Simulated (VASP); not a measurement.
Given:

```
AlFe
1.0
    2.83993     0.00000     0.00000
    0.00000     2.83993     0.00000
    0.00000     0.00000     2.83993
Al Fe
1 1
Direct
  0.50000   0.50000   0.50000
  0.00000   0.00000   0.00000
```

These are r2SCAN meta-GGA, VASP's PBE PAW potentials (set 64) (plane waves; VASP) values and carry that method's errors. Numerical set-up: 480 eV cut-off, 12×12×12 Γ-centred mesh, first-order Methfessel-Paxton smearing of 0.10 eV, potentials Al Fe.

Each relaxation starts from this cell; other phases were not tried.

Question: The cell is relaxed at 2 GPa. What happens?

Answer: The volume per atom goes from 11.45 to 11.36 Å³ (-0.8 %), and the cell becomes a = b = c = 2.8319 Å, α = β = γ = 90.00°, space group Pm-3m.

Question: The cell is relaxed at 20 GPa. What happens?

Answer: The volume per atom goes from 11.45 to 10.54 Å³ (-7.9 %), and the cell becomes a = b = c = 2.763 Å, α = β = γ = 90.00°, space group Pm-3m.

Failed runs are left out, and for metals the shear rows, which the mesh's noise covers.

The compound is FeAl in the CsCl type structure. The run is not spin-polarised, so no magnetic state was tried. The electron count is odd and the run is not spin-polarised, which forces a metal.
